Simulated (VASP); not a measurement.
Set up this calculation in VASP 6.6.1, as the native input.

```
Task                   : single point
Functional             : LDA
Potentials or basis    : VASP PAW LDA potentials, release 64 (Ca_sv, Mg)
Cutoff                 : 520 eV
k mesh                 : 15 × 15 × 8
Occupations            : gaussian, width 0.15 eV
Spin                   : no spin polarisation
Dipole correction      : no
Further INCAR settings : ALGO = Normal; EDIFF = 1e-06; NBANDS = 13
```

The structure of CaMg lies in POSCAR:

```
CaMg
1.0
    3.7781621001      0.0000000000      0.0000000000
   -1.8890810500      3.2719843583      0.0000000000
    0.0000000000      0.0000000000      5.4536290600
Ca Mg
1 1
Direct
    0.0000000000      0.0000000000      0.5000000000
    0.6666666667      0.3333333333      0.0000000000
```

The cell comes from a database or a generator and needn't be the stable form of this composition.

The cell isn't the ideal one: strain +0.030 along x and y, -0.030 along z, atoms carried along.

These files were run (other wordings do the same):

INCAR

```
  ALGO = Normal
  EDIFF = 1E-6
  ENCUT = 520
  GGA = CA
  ISIF = 2
  ISMEAR = 0
  LASPH = T
  LCHARG = T
  LELF = T
  LREAL = F
  LVHAR = T
  LWAVE = F
  NBANDS = 13
  NELM = 100
  PREC = Accurate
  SIGMA = 0.15
```

KPOINTS

```
k-points
0
Gamma
  15 15 8
```

Potentials or basis: VASP PAW LDA potentials, release 64 (Ca_sv, Mg).

The run is started by

```sh
$ cat potpaw_LDA.64/Ca_sv/POTCAR potpaw_LDA.64/Mg/POTCAR > POTCAR
$ mpirun -np 1 vasp_std > vasp.out
```

It gave:

```
Pressure               : -2.2 GPa
Band gap on the k mesh : none (metal or under the smearing width)
```

Wall time 36 s on 1 thread of Intel(R) Xeon(R) 6975P-C (Granite Rapids) (shared host), peak memory 0.25 GiB.
